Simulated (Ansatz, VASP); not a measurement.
# One calculation of ReRh2, two programs

```
Re Rh
1.0
    -1.57863    1.57863    3.87258
     1.57863   -1.57863    3.87258
     1.57863    1.57863   -3.87258
Re Rh
1 2
Direct
  0.00000 0.00000 0.00000
  0.66500 0.66500 0.00000
  0.33500 0.33500 0.00000
```

Alike in both runs: task single point; functional PBE; k mesh 8 × 8 × 8; occupations gaussian, width 0.1 eV; no spin polarisation.

|  | VASP | Ansatz |
| --- | --- | --- |
| version | VASP 6.6.1 | Ansatz 0.2.0 |
| potentials or method | VASP PAW PBE potentials, release 64 (Re, Rh_pv) | scalar-relativistic, plane waves, PAW |
| plane-wave cutoff (eV) | 520 | 420 |
| valence electrons in the cell | 37 | 49 |

|  | VASP | Ansatz | Ansatz less VASP |
| --- | --- | --- | --- |
| gap on the k mesh at the Fermi level (eV) | none | none | - |
| rms of the force components (eV/Å) | 0.092 | 0.078 | -0.0141 |

Atom by atom the forces differ by 0.014 eV/Å (rms over components). A gap of «none» marks a metal or a gap that the smearing closes. The two sets of potentials don't hold the same shells in valence.

 Spin-orbit coupling is left out, which matters for the levels of Re.
